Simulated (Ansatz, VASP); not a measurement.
**SnSe2: VASP beside Ansatz**

Aim: how closely do two programs agree when they are given the same cell, functional and k mesh? The cell is generated by rule, not measured, and may not be a known phase. The cell is taken from a series of runs on this material, whose earlier steps may have relaxed, scaled, displaced or heated it; both programs get it as it stands.

Main program and level: Ansatz 0.2.0; plane waves, with VASP 6.6.1 beside it; single point at r2SCAN.

**1. Set-up**

It takes space group P4_2/mnm (No. 136, tetragonal). The conventional cell has a = 6.221 Å, b = 6.221 Å, c = 4.013 Å, α = 90.00°, β = 90.00°, γ = 90.00°. Nearest to Sn lie 6 Se at 2.64 to 2.68 Å. Nearest to Se lie 3 Sn at 2.64 to 2.68 Å. Farther neighbours and most contacts between anions are not listed.

As a file:

```cif
data_structure
_symmetry_space_group_name_H-M 'P 1'
_symmetry_Int_Tables_number 1
_cell_length_a 6.2211
_cell_length_b 6.2211
_cell_length_c 4.0126
_cell_angle_alpha 90.000
_cell_angle_beta 90.000
_cell_angle_gamma 90.000
_cell_volume 155.30
loop_
_atom_site_label
_atom_site_type_symbol
_atom_site_fract_x
_atom_site_fract_y
_atom_site_fract_z
_atom_site_occupancy
Sn1 Sn 0.00000 0.00000 0.00000 1
Sn2 Sn 0.50000 0.50000 0.50000 1
Se3 Se 0.30500 0.30500 0.00000 1
Se4 Se 0.69500 0.69500 0.00000 1
Se5 Se 0.80500 0.19500 0.50000 1
Se6 Se 0.19500 0.80500 0.50000 1
```

**2. VASP: single point, r2SCAN, pair 1**

A single point gives forces, pressure and levels at one fixed geometry, so differences don't come from the geometry; what else differs is listed under the comparison.

Lines of VASP's logs that name or quote its potential files are left out, and so is its time.

INCAR

```
SYSTEM = SnSe2
PREC = Accurate
ENCUT = 550
EDIFF = 1E-06
NELM = 120
ISMEAR = 0
SIGMA = 0.1
LREAL = .FALSE.
ALGO = Normal
METAGGA = R2SCAN
LASPH = .TRUE.
NBANDS = 32
LORBIT = 11
LWAVE = .FALSE.
LCHARG = .FALSE.
ISIF = 2
GGA_COMPAT = .FALSE.
EFERMI = MIDGAP
LMIXTAU = .TRUE.
KPAR = 2
```

POSCAR

```
SnSe2
1.0
    6.2211000000      0.0000000000      0.0000000000
    0.0000000000      6.2211000000      0.0000000000
    0.0000000000      0.0000000000      4.0126100000
Sn Se
2 4
Direct
    0.0000000000      0.0000000000      0.0000000000
    0.5000000000      0.5000000000      0.5000000000
    0.3050000000      0.3050000000      0.0000000000
    0.6950000000      0.6950000000      0.0000000000
    0.8050000000      0.1950000000      0.5000000000
    0.1950000000      0.8050000000      0.5000000000
```

KPOINTS

```
Automatic mesh
0
Gamma
4 4 4
0 0 0
```

The projector-augmented-wave data sets are Sn_d and Se (PBE family, release 64).

Started as:

```console
$ mpirun -np 2 vasp_std
```

Numbers of over 12 decimals in the logs are rounded to 6 here.

Output:

```text
[banner, memory and clock lines left out]
running    2 mpi-ranks, on    1 nodes
 distrk:  each k-point on    1 cores,    2 groups
 distr:  one band on    1 cores,    1 groups

 POSCAR found type information on POSCAR SnSe
 POSCAR found :  2 types and       6 ions
|                                                                             |
|               ----> ADVICE to this user running VASP <----                  |
|                                                                             |
|     You enforced a specific xc type in the INCAR file but a different       |
|     [... a line on the potential file left out ...]
|     I HOPE YOU KNOW WHAT YOU ARE DOING!                                     |
|                                                                             |

 LDA part: xc-table for (None), standard interpolation
 POSCAR, INCAR and KPOINTS ok, starting setup
 FFT: planning ... GRIDC
 FFT: planning ... GRID_SOFT
 FFT: planning ... GRID
 WAVECAR not read
 entering main loop
       N       E                     dE             d eps       ncg     rms          rms(c)
DAV:   1     0.443619825933E+03    0.44362E+03   -0.25113E+04  1184   0.199E+03
DAV:   2    -0.347941945239E+02   -0.47841E+03   -0.46474E+03  1176   0.532E+02
DAV:   3    -0.113064412725E+03   -0.78270E+02   -0.76946E+02  1416   0.182E+02
DAV:   4    -0.116998505755E+03   -0.39341E+01   -0.39156E+01  1376   0.443E+01
DAV:   5    -0.117109172263E+03   -0.11067E+00   -0.11063E+00  1680   0.771E+00    0.847E+00
DAV:   6    -0.111605149717E+03    0.55040E+01   -0.36067E+00  1624   0.239E+01    0.565E+00
DAV:   7    -0.105898394763E+03    0.57068E+01   -0.17909E+00  1328   0.728E+00    0.176E+00
DAV:   8    -0.107724971746E+03   -0.18266E+01   -0.15531E+00  1256   0.775E+00    0.113E+00
DAV:   9    -0.107671509068E+03    0.53463E-01   -0.21951E-01  1256   0.296E+00    0.672E-01
DAV:  10    -0.107712763707E+03   -0.41255E-01   -0.33472E-02  1384   0.143E+00    0.347E-01
DAV:  11    -0.107845158912E+03   -0.13240E+00   -0.18313E-01  1224   0.291E+00    0.181E-01
DAV:  12    -0.107847531613E+03   -0.23727E-02   -0.98023E-03  1384   0.576E-01    0.219E-01
DAV:  13    -0.107850065893E+03   -0.25343E-02   -0.23590E-04  1376   0.110E-01    0.192E-01
DAV:  14    -0.107849952823E+03    0.11307E-03   -0.21474E-05  1272   0.304E-02    0.182E-01
DAV:  15    -0.107859685528E+03   -0.97327E-02   -0.13228E-02  1272   0.986E-01    0.289E-01
DAV:  16    -0.107859604518E+03    0.81010E-04   -0.19328E-03  1384   0.306E-01    0.297E-01
DAV:  17    -0.107859610595E+03   -0.60772E-05   -0.73856E-05  1352   0.659E-02    0.268E-01
DAV:  18    -0.107859491710E+03    0.11889E-03   -0.40649E-04  1456   0.178E-01    0.135E-01
DAV:  19    -0.107859747645E+03   -0.25594E-03   -0.40489E-04  1408   0.157E-01    0.158E-02
DAV:  20    -0.107859777261E+03   -0.29616E-04   -0.45824E-05  1400   0.429E-02    0.249E-02
DAV:  21    -0.107859780929E+03   -0.36687E-05   -0.63573E-06  1112   0.242E-02    0.502E-03
DAV:  22    -0.107859784981E+03   -0.40518E-05   -0.59515E-06  1096   0.200E-02    0.304E-03
DAV:  23    -0.107859785156E+03   -0.17487E-06   -0.73577E-07   736   0.738E-03
   1 F= -.10785979E+03 E0= -.10785972E+03  d E =-.127547E-03
```

From OUTCAR (step 2):

```text
ion  position               nearest neighbor table
   1  0.000  0.000  0.000-   5 2.64   6 2.64   5 2.64   6 2.64   3 2.68   4 2.68
   2  0.500  0.500  0.500-   3 2.64   4 2.64   3 2.64   4 2.64   5 2.68   6 2.68
   3  0.305  0.305  0.000-   2 2.64   2 2.64   1 2.68
   4  0.695  0.695  0.000-   2 2.64   2 2.64   1 2.68
   5  0.805  0.195  0.500-   1 2.64   1 2.64   2 2.68
   6  0.195  0.805  0.500-   1 2.64   1 2.64   2 2.68

  LATTYP: Found a simple tetragonal cell.
 ALAT       =     6.2211000000
 C/A-ratio  =     0.6450000804

 Subroutine GETGRP returns: Found 16 space group operations
 (whereof  8 operations were pure point group operations)

The static configuration has the point symmetry D_2h.
 The point group associated with its full space group is D_4h.

 Found     18 irreducible k-points:

   k-points           NKPTS =     18   k-points in BZ     NKDIM =     18   number of bands    NBANDS=     32

   dimension x,y,z NGX =    48 NGY =   48 NGZ =   32
   dimension x,y,z NGXF=    96 NGYF=   96 NGZF=   64

   ENCUT  =  550.0 eV  40.42 Ry    6.36 a.u.  11.90 11.90  7.67*2*pi/ulx,y,z

   NELECT =      52.0000    total number of electrons

 k-points in reciprocal lattice and weights: Automatic mesh
   0.00000000  0.00000000  0.00000000       0.016
   0.25000000  0.00000000  0.00000000       0.062
   0.50000000  0.00000000  0.00000000       0.031
   0.25000000  0.25000000  0.00000000       0.062
   0.50000000  0.25000000  0.00000000       0.062
   0.50000000  0.50000000  0.00000000       0.016
   0.00000000  0.00000000  0.25000000       0.031
   0.25000000  0.00000000  0.25000000       0.125
   0.50000000  0.00000000  0.25000000       0.062
[...]
0.50000000  0.25000000  0.50000000       0.062
   0.50000000  0.50000000  0.50000000       0.016

 average (electrostatic) potential at core
       1-108.7747       2-108.7747       3 -57.9274       4 -57.9274       5 -57.9274
       6 -57.9274

 E-fermi :   4.2039

 k-point     1 :       0.0000    0.0000    0.0000
  band No.  band energies     occupation
    ...
     22       2.7456      2.00000
     23       2.9817      2.00000
     24       2.9817      2.00000
     25       3.8949      1.99999
     26       3.8949      1.99999
     27       4.6501      0.00000
     28       5.6851      0.00000
     29       6.9947      0.00000
     30       6.9947      0.00000
     31       7.8670      0.00000
    ...

 k-point     2 :       0.2500    0.0000    0.0000
  band No.  band energies     occupation
    ...
     22       2.2150      2.00000
     23       3.0415      2.00000
     24       3.1341      2.00000
     25       3.8997      1.99998
     26       3.9292      1.99990
     27       4.4089      0.00374
     28       5.7326      0.00000
     29       7.1177      0.00000
     30       7.4310      0.00000
     31       8.1992      0.00000
    ...

 k-point     3 :       0.5000    0.0000    0.0000
  band No.  band energies     occupation
    ...
     22       2.0604      2.00000
     23       3.1538      2.00000
     24       3.1538      2.00000
     25       3.8566      2.00000
     26       3.8566      2.00000
     27       5.1589      0.00000
     28       5.1589      0.00000
     29       7.6284      0.00000
     30       7.6284      0.00000
     31       8.6970      0.00000
    ...

  Total        4.1848450      4.1848450      3.6251628      0.0000000      0.0000000      0.0000000
  in kB       43.1746324     43.1746324     37.4004458      0.0000000      0.0000000      0.0000000
  external PRESSURE =      41.2499035 kB  Pullay stress =       0.0000000 kB

  energy-cutoff  :      550.00
  volume of cell :      155.30
      direct lattice vectors                 reciprocal lattice vectors
     6.221100000  0.000000000  0.000000000     0.160743277  0.000000000  0.000000000
     0.000000000  6.221100000  0.000000000     0.000000000  0.160743277  0.000000000
     0.000000000  0.000000000  4.012610000     0.000000000  0.000000000  0.249214352

 POSITION                                       TOTAL-FORCE (eV/Angst)
 -----------------------------------------------------------------------------------
      0.00000      0.00000      0.00000        -0.000000      0.000000      0.000000
      3.11055      3.11055      2.00630        -0.000000      0.000000      0.000000
      1.89744      1.89744      0.00000        -0.036048     -0.036048      0.000000
      4.32366      4.32366      0.00000         0.036048      0.036048     -0.000000
      5.00799      1.21311      2.00630        -0.036048      0.036048     -0.000000
      1.21311      5.00799      2.00630         0.036048     -0.036048      0.000000
 -----------------------------------------------------------------------------------
    total drift:                                0.000000     -0.000000     -0.000000

  FREE ENERGIE OF THE ION-ELECTRON SYSTEM (eV)
  ---------------------------------------------------
  free  energy   TOTEN  =      -107.8597851561 eV

  energy  without entropy=     -107.8596576091  energy(sigma->0) =     -107.85972138

 total charge
# of ion       s       p       d       tot
------------------------------------------
    1        1.038   1.041  10.120  12.200
    2        1.038   1.041  10.120  12.200
    3        1.468   2.413   0.027   3.907
    4        1.468   2.413   0.027   3.907
    5        1.468   2.413   0.027   3.907
    6        1.468   2.413   0.027   3.907
--------------------------------------------------
tot          7.947  11.735  20.348  40.030

[... 3 further parts left out ...]
```

The run ends at a pressure of 4.12 GPa, with forces up to 0.051 eV/Å.

**3. Ansatz: single point, r2SCAN, pair 1**

Ansatz runs on its default PAW (the set named soft_2) files.

The same cell, functional, mesh and smearing now go to Ansatz, which takes its cutoff from its data sets.

input.yaml

```yaml
crystal:
  lattice:
    - [6.2211, 0.0, 0.0]
    - [0.0, 6.2211, 0.0]
    - [0.0, 0.0, 4.01261]
  atoms:
    - { symbol: Sn, position: [0.0, 0.0, 0.0] }
    - { symbol: Sn, position: [0.5, 0.5, 0.5] }
    - { symbol: Se, position: [0.305, 0.305, 0.0] }
    - { symbol: Se, position: [0.695, 0.695, 0.0] }
    - { symbol: Se, position: [0.805, 0.195, 0.5] }
    - { symbol: Se, position: [0.195, 0.805, 0.5] }
kpoints:
  mp_grid: { grid: [4, 4, 4] }
hamiltonian:
  xc: r2scan
scf:
  occupations: { method: gaussian, width: 0.1 }
output:
  forces: true
  stress: true
  eigenvalues: true
```

Started as:

```console
$ ansatz run input.yaml --threads 8 --pin off --max-ram 14336MiB --backend cpu --events-out ev --progress --plain --runs-dir out
```

Output:

```text
Engine: ansatz 0.2.0, aarch64-unknown-linux-gnu
Pseudopotentials: kind: paw
Pseudopotential: Sn, paw, valence charge 14, recommended cutoff 500 eV (meta_gga), Sn.paw.azcp
Pseudopotential: Se, paw, valence charge 16, recommended cutoff 500 eV (meta_gga), Se.paw.azcp
Functional definition: r2SCAN
  parameter k0 = 0.174
  parameter k1 = 0.065
  parameter a1 = 4.9479
  exchange = r2scan_x(k0 = k0, k1 = k1, a1 = a1)
  correlation = r2scan_c
Crystal: 6 atoms, lattice volume = 155.296 Å³
Basis set: ecut = 500 eV, 4011 PW (Γ), exchange–correlation on 192×192×120 points (64 copies of the dense FFT grid, shifted against one another)
Bands: 56, of which v1, the nominal top of the filled ones, is band 46 counted from 1 (45 counted from 0)
Symmetry: 16 space group operations
Space group: P42/mnm (ITA 136), of the structure as read, at distance tolerance 5.4e-5 Å
k-points: 18 of 64
Non-local potential: Sn, projectors of the file, l = 0: 2, l = 1: 2, l = 2: 2, l = 3: 2
Non-local potential: Se, projectors of the file, l = 0: 2, l = 1: 2, l = 2: 3, l = 3: 1
PAW form: soft (Blöchl's): semilocal exchange-correlation on the pseudo side does not see the compensation charge
PAW frozen core: Sn, regenerated for the run's functional (the file was generated under x = pbe(κ = 0.804, μ = 0.219515), c = pbe(β = 0.066725))
PAW frozen core: Se, regenerated for the run's functional (the file was generated under x = pbe(κ = 0.804, μ = 0.219515), c = pbe(β = 0.066725))
PAW one-centre angular grid: Sn, 590 points (default); XC on 249 of its mesh's 2787 points in the sphere
PAW one-centre angular grid: Se, 590 points (default); XC on 160 Gauss nodes
Initial density: superposition of atomic densities (neutral atoms: chi_scale 0, normalization atom), corrected by the library's trained network
Initial wavefunctions: pseudopotential atomic-orbital guess
Functional: x = r2scan, c = r2scan; τ floored in thin density (d = 2e-4 eV/Å³)
SCF iter   1: F=—  HF=-33990.904050 eV  |F-HF|=—  |Δ(HF+E_count)|=         —  Δρ=7.13e-3  dr2=9.52e-2  dr2_τ=1.97e-2  ethr=1.77e-3  ⟨swp⟩=6.2  Hψ=3874  notcnv=0  defer=24
preconditioner: auto → Resta (q_TF=auto, 2.500 Å⁻¹)  ε∞=2.6  [insulator: Δε(μ)=0.448 eV  Ē_g=17.188 eV  σ=0.100 eV  W_gap=1.00  n_scr=38 (ndim 8)  ℏωp=21.5 eV  f_vac=0.083  D(μ)=0.01/eV (n_scr^D=0)  ε∞_Penn≈2.6]
SCF iter   2: F=—  HF=-33990.929353 eV  |F-HF|=—  |Δ(HF+E_count)|=   2.53e-2  Δρ=3.55e-3  dr2=1.95e-2  dr2_τ=3.25e-4  ethr=1.03e-4  ⟨swp⟩=3.0  Hψ=2045  notcnv=0  defer=63
SCF iter   3: F=—  HF=-33990.927794 eV  |F-HF|=—  |Δ(HF+E_count)|=   1.56e-3  Δρ=9.92e-4  dr2=1.19e-3  dr2_τ=2.99e-5  ethr=2.12e-5  ⟨swp⟩=2.3  Hψ=1412  notcnv=0  defer=45
automatic band count: iteration 3 solves 55 bands in place of 56: the levels show a gap, and the empty bands left out lie too high to hold charge; the band table lists the bands solved (type scf.n_extra_bands for more)
SCF iter   4: F=—  HF=-33990.927791 eV  |F-HF|=—  |Δ(HF+E_count)|=   3.07e-6  Δρ=2.91e-4  dr2=9.71e-5  dr2_τ=1.67e-6  ethr=1.30e-6  ⟨swp⟩=2.0  Hψ=1747  notcnv=0  defer=45
SCF iter   5: F=—  HF=-33990.927832 eV  |F-HF|=—  |Δ(HF+E_count)|=   4.13e-5  Δρ=4.81e-5  dr2=4.15e-6  dr2_τ=4.76e-8  ethr=1.05e-7  ⟨swp⟩=2.0  Hψ=1161  notcnv=0  defer=45
SCF iter   6: F=—  HF=-33990.927834 eV  |F-HF|=—  |Δ(HF+E_count)|=   2.03e-6  Δρ=1.22e-5  dr2=4.01e-7  dr2_τ=9.36e-9  ethr=4.51e-9  ⟨swp⟩=2.0  Hψ=1414  notcnv=0  defer=45
SCF iter   7: F=-33990.927834 eV  HF=-33990.927834 eV  |F-HF|=1.69e-8  |Δ(HF+E_count)|=   3.20e-8  Δρ=4.88e-6  dr2=4.45e-8  dr2_τ=6.85e-10  ethr=1.09e-10  ⟨swp⟩=10.6  Hψ=4397  notcnv=0
SCF 1 converged in 7 iterations: F = -33990.927834 eV  dr2 = 4.45e-8
  greatest PAW one-centre occupation: 1.000 electrons in one spin orbital (limit 2), on the Se atom at site 5 (counted from 0), in its partial waves of l = 2
SCF converged after 7 iterations
Free energy (F): -33990.927834 eV
Harris-Foulkes:  -33990.927834 eV  (|F-HF|=1.69e-8)
Internal energy: -33990.927709 eV  (E = F + TS)
E sigma→0 (E₀):  -33990.927771 eV
Entropy (-TS):   -0.000125 eV (-0.021 meV/atom)
Fermi energy:    8.123877 eV
--- Per-component energies (eV) ---
  E_band       = -1808.845240
  E_kinetic    = 853.319008
  E_local      = -12011.658409  (includes V_loc(G=0)·N_el)
  E_nonlocal   = -2445.083480
  E_hartree    = 6152.899005
  E_xc         = -1141.029513
  E_vxc        = -629.790589  (∫ρ·V_xc dr)
  E_paw        = -16028.375320  (= ΣΔE_a)
  E_vpaw       = 85.250941  (= ΣTr[D̂ρ^β])
  E_aug_tail   = -0.000839  (compensation charges beyond the density's cutoff)
  E_vtau       = 33.315757  (kinetic-family band-sum trace: ∫τ·v_τ [+ j·A + Jᵃ·Aᵃ] dr)
  E_ewald      = -9365.409721
  E_core_change = -5.588441  (= ΣΔE_core)
  E_smearing   = -0.000125  (= −TS)
  E_closure    = 0.000000  (closes the sum)
  Σ components = -33990.927834   (vs F -33990.927834, Δ=0.00e0)
--- Forces (eV/Å), atoms counted from 1 ---
  atom   1  Sn     0.00000000    -0.00000000     0.00000000
  atom   2  Sn     0.00000000     0.00000000     0.00000000
  atom   3  Se    -0.03357474    -0.03357474     0.00000000
  atom   4  Se     0.03357474     0.03357474     0.00000000
  atom   5  Se    -0.03357474     0.03357474     0.00000000
  atom   6  Se     0.03357474    -0.03357474     0.00000000
  max |Σ_I F_I| component: 1.39e-17 eV/Å
--- Stress (GPa, compression-positive) ---
        4.301047       0.000000       0.000000
        0.000000       4.301047       0.000000
        0.000000       0.000000       3.687472
  P = ⅓ Tr σ = 4.0965 GPa (40.965 kbar)
--- Band table (eV; the first three rows and the last of 18) ---
  k-point 0: bands = [... 42 lower, 6.9052, 6.9052, 7.8164, 7.8164, 8.5690, 9.6074, 10.9146, 10.9146, ... 5 higher]
  k-point 1: bands = [... 42 lower, 5.3086, 7.5129, 7.5129, 7.9137, 8.6996, 10.9651, 12.4967, 13.1298, ... 5 higher]
  k-point 2: bands = [... 42 lower, 6.4916, 6.4916, 6.6892, 6.6892, 9.5066, 9.5066, 14.1036, 14.1036, ... 5 higher]
  k-point 17: bands = [... 42 lower, 7.1577, 7.1577, 7.3882, 7.3882, 8.8360, 8.8360, 13.1652, 13.1652, ... 5 higher]
```

In the SCF lines HF is the Harris–Foulkes energy and dr2 the Hartree energy of the density residual, in eV; the loop may stop once dr2 is under the threshold and the program's other checks hold. Hψ counts applications of the Hamiltonian.

The run ends at a pressure of 4.10 GPa, with forces up to 0.047 eV/Å.

**4. Differences**

Known differences besides the potentials themselves: VASP keeps PBE cores, Ansatz makes them for the functional; the data sets hold 92 valence electrons in Ansatz (on its default PAW (the set named soft_2) files) and 52 in VASP; the cutoff is 500 eV in Ansatz and 550 eV in VASP. Total energies have different zeros and are not compared.

The two programs side by side:

```tsv
quantity	Ansatz	VASP	difference
pressure (GPa)	4.10	4.12	-0.03
gap on the k mesh (eV)	0.415	0.414	+0.001
```

Forces (eV/Å; atoms numbered as in POSCAR):

```tsv
atom	Ansatz x, y, z	VASP x, y, z
Sn1	0.000, 0.000, 0.000	0.000, 0.000, 0.000
Sn2	0.000, 0.000, 0.000	0.000, 0.000, 0.000
Se3	-0.034, -0.034, 0.000	-0.036, -0.036, 0.000
Se4	0.034, 0.034, 0.000	0.036, 0.036, 0.000
Se5	-0.034, 0.034, 0.000	-0.036, 0.036, 0.000
Se6	0.034, -0.034, 0.000	0.036, -0.036, 0.000
```

The forces differ by 1.6 meV/Å r.m.s., which is 6.9 % of the r.m.s. force of 0.024 eV/Å (both taken over all components). A gap on the mesh is an upper bound, since the band edges may lie between its points.

[end of part 1 of 2]

[Lines on the potential files, build, host, timing and source positions are cut from VASP's logs without a mark.]

[Logs are printed without paths, hosts, clocks, repeated set-up lines and the standing remarks that a program may print on its own settings, such as how far it seeks lower states.]

[Hosts, paths, dates, database ids (printed as entryN), source tags and the programs' standing remarks are cut or masked in the printed files.]
